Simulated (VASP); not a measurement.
AlCl:

```
Al Cl
1.0
     0.00000    2.84863    2.84863
     2.84863    0.00000    2.84863
     2.84863    2.84863    0.00000
Al Cl
1 1
Direct
  0.50000 0.50000 0.50000
  0.00000 0.00000 0.00000
```

The cell was built by a generator and needn't be a form met in nature.

| Item | Value |
| --- | --- |
| Program | VASP 6.6.1 |
| Task | relaxation of cell and atoms |
| Functional | revPBE |
| Potentials or basis | VASP PAW PBE potentials, release 64 (Al, Cl) |
| Cutoff | 600 eV |
| k mesh | 8 × 8 × 8 |
| Occupations | fermi-dirac, width 0.05 eV |
| Spin | no spin polarisation |

At the start: pressure 6.8 GPa; volume 23.12 Å³/atom.

Question: Where does the relaxation end?

Answer: Over 4 steps the energy falls by 116.3 meV/atom and the volume is 29.61 Å³/atom (+28.1 %); space group Fm-3m (No. 225, to 0.05 Å).

The path:
| step | energy change (eV) | largest force (eV/Å) | pressure (GPa) | volume (Å³) |
| --- | --- | --- | --- | --- |
| 1 | 0.0000 | 0.0000 | 6.83 | 46.23 |
| 2 | -0.1898 | 0.0000 | 2.44 | 53.14 |
| 3 | -0.2316 | 0.0000 | 0.31 | 58.36 |
| 4 | -0.2325 | 0.0000 | 0.01 | 59.22 |

Final structure:
```
Al Cl
1.0
     0.00000    3.09376    3.09376
     3.09376    0.00000    3.09376
     3.09376    3.09376    0.00000
Al Cl
1 1
Direct
  0.50000 0.50000 0.50000
  0.00000 0.00000 0.00000
```

Caveat: the volume moved by over 15 % at a fixed basis, so the end points are rough; the PAW data sets were made with another functional, which shifts forces and pressure a little.
